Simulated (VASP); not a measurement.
Given:

```
MnS
1.0
    5.02797     2.50348     2.50348
    2.50348     5.02797     2.50348
    2.50348     2.50348     5.02797
Mn S
2 2
Cartesian
  7.53145   7.53145   5.00696
  5.01746   5.01746   5.01746
  2.50873   2.50873   2.50873
  7.52620   7.52620   7.52620
```
Starting moments (μB, in the order of the record's atoms Mn Mn S S): 4.1 -4.1 0.0 0.0.

The numbers are results of PBE GGA with D3 dispersion (Becke-Johnson damping), VASP's PBE PAW potentials (set 64) (plane waves; VASP), not measurements. Settings: 520 eV cut-off, 8×8×8 Γ-centred mesh, tetrahedra with Blöchl corrections, potentials Mn_pv S.

Question: The job: MnS (rock salt, AFM-II order), 4 atoms, PBE-D3(BJ), static run, 520 eV, 8×8×8 Γ-centred mesh. Roughly how much core time does it take on a busy server core?

Answer: About 10 core-minutes (one run on a shared machine, a rough figure). It had 65 irreducible k-points, 23 bands, up to 1756 plane waves and 16 electronic steps.

The compound is MnS in the rock salt, AFM-II order structure. It was relaxed first, which changed the volume by -10 %. The spin order is the one that the start imposed; others were not tried in this run.
